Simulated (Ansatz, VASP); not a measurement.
# Two plane-wave programs on Zr2BiN2

```
Zr Bi N
1.0
     4.50625    0.00000    0.00000
    -2.25313    3.90253    0.00000
     0.00000    0.00000    5.88690
Zr Bi N
2 1 2
Direct
  0.66667 0.33333 0.00000
  0.00000 0.00000 0.00000
  0.00000 0.00000 0.50000
  0.33333 0.66667 0.11060
  0.33333 0.66667 0.88940
```

Change from the starting cell: species swapped into the La2Cu2I type (P-6m2, No. 187).

Alike in both runs: functional PBE; k mesh 6 × 6 × 4; occupations gaussian, width 0.1 eV; no spin polarisation.

Ansatz relaxed the structure, and its values are those at the end. VASP's run is a single point on that final structure, the one shown.

```csv
,VASP,Ansatz
version,VASP 6.6.1,Ansatz 0.2.0
potentials or method,"VASP PAW PBE potentials, release 64 (Zr_sv, Bi_d, N)","scalar-relativistic, plane waves, PAW"
plane-wave cutoff (eV),520,420
valence electrons in the cell,49,49
```

|  | VASP | Ansatz | Ansatz less VASP |
| --- | --- | --- | --- |
| gap on the k mesh at the Fermi level (eV) | none | none | - |
| pressure (GPa) | 0.1 | 0.0 | -0.16 |
| rms of the force components (eV/Å) | 0.067 | 0.004 | -0.0625 |

A gap of «none» marks a metal or a gap that the smearing closes.

Caveats: spin-orbit coupling is left out, which moves the levels of the heavy elements.
